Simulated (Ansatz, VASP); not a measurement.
TiRh in VASP and in Ansatz

```xyz
2
Lattice="2.9019 0.0000 0.0000 0.0000 2.9019 0.0000 0.0000 0.0000 3.3451" Properties=species:S:1:pos:R:3 pbc="T T T"
Ti    1.4509    1.4509    1.6726
Rh    0.0000    0.0000    0.0000
```

Alike in both runs: functional LDA; k mesh 14 × 14 × 12; occupations fermi-dirac, width 0.15 eV; no spin polarisation.

Ansatz relaxed the structure, and its values are those at the end. VASP's run is a single point on that final structure, the one shown.

|  | VASP | Ansatz |
| --- | --- | --- |
| version | VASP 6.6.1 | Ansatz 0.2.0 |
| potentials or method | VASP PAW LDA potentials, release 64 (Ti_sv, Rh_pv) | scalar-relativistic, plane waves, PAW |
| plane-wave cutoff (eV) | 520 | 420 |
| valence electrons in the cell | 27 | 29 |

VASP gave:

| Item | Value |
| --- | --- |
| gap on the k mesh at the Fermi level (eV) | none |
| pressure (GPa) | 0.4 |

Q: Which values does Ansatz return?

A: gap on the k mesh at the Fermi level (eV): none; pressure (GPa): 0.0.

A gap of «none» marks a metal or a gap that the smearing closes. The two sets of potentials don't hold the same shells in valence.
